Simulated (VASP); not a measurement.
The system is WAu.

```
W Au
1.0
     0.00000    2.74798    2.74798
     2.74798    0.00000    2.74798
     2.74798    2.74798    0.00000
W Au
1 1
Cartesian
  0.0000 0.0000 0.0000
  4.1220 4.1220 4.1220
```

The cell was built by a generator and needn't be a form met in nature.

| Item | Value |
| --- | --- |
| Program | VASP 6.6.1 |
| Task | relaxation of cell and atoms |
| Functional | PBE |
| Potentials or basis | VASP PAW PBE potentials, release 64 (W, Au) |
| Cutoff | 600 eV |
| k mesh | 8 × 8 × 8 |
| Occupations | fermi-dirac, width 0.05 eV |
| Spin | no spin polarisation |

At the start: pressure 30.2 GPa; volume 20.75 Å³/atom.

**Question.** How do energy, volume and symmetry change on relaxing?

**Answer.** Over 5 steps the energy falls by 292.0 meV/atom and the volume is 24.37 Å³/atom (+17.4 %); space group F-43m (No. 216, to 0.05 Å).

The path:
```csv
step,energy change (eV),largest force (eV/Å),pressure (GPa),volume (Å³)
1,0.0000,0.0000,30.17,41.50
2,1.1320,0.0000,-17.91,69.68
3,-0.5762,0.0000,-2.45,49.73
4,-0.5835,0.0000,-0.58,48.96
5,-0.5840,0.0000,0.00,48.73
```

Final structure:
```
CELL_PARAMETERS angstrom
0.00000 2.89914 2.89914
2.89914 0.00000 2.89914
2.89914 2.89914 0.00000
ATOMIC_POSITIONS crystal
W 0.00000 0.00000 0.00000
Au 0.75000 0.75000 0.75000
```

Caveat: the volume moved by over 15 % at a fixed basis, so the end points are rough.
